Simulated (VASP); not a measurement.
Here is a VASP 6.6.1 calculation.

INCAR

```
SYSTEM = C
  PREC = Accurate
  ENCUT = 520
  EDIFF = 1E-6
  ISMEAR = 0
  SIGMA = 0.1
  LREAL = .False.
  LASPH = .True.
  NELM = 100
  ALGO = Fast
  ISIF = 2
  LWAVE = .False.
  LCHARG = .False.
  GGA = PE
  IVDW = 12
  NBANDS = 16
```

The input KPOINTS:

```
Automatic mesh
0
Gamma
  9 9 4
  0 0 0
```

File POSCAR:

```
C
1.0
    2.4560000000      0.0000000000      0.0000000000
   -1.2280000000      2.1269583917      0.0000000000
    0.0000000000      0.0000000000      6.6960000000
C
4
Direct
    0.0000000000      0.0000000000      0.7500000000
    0.0000000000      0.0000000000      0.2500000000
    0.3333333333      0.6666666667      0.7500000000
    0.6666666667      0.3333333333      0.2500000000
```

Potentials or basis: VASP PAW PBE potentials, release 64 (C).

Command:

```sh
$ cat potpaw_PBE.64/C/POTCAR > POTCAR
$ mpirun -np 1 vasp_std > vasp.out
```

Task: Estimate the pressure.

Result: 3.8 GPa.

Task: Predict the band gap on the k mesh.

Result: None (metal or under the smearing width).

Task: Predict the dispersion energy per atom.

Result: -0.157 eV.

Stress tensor (GPa, compression positive):
```
 5.78  0.00  0.00
 0.00  5.78  0.00
 0.00  0.00 -0.08
```
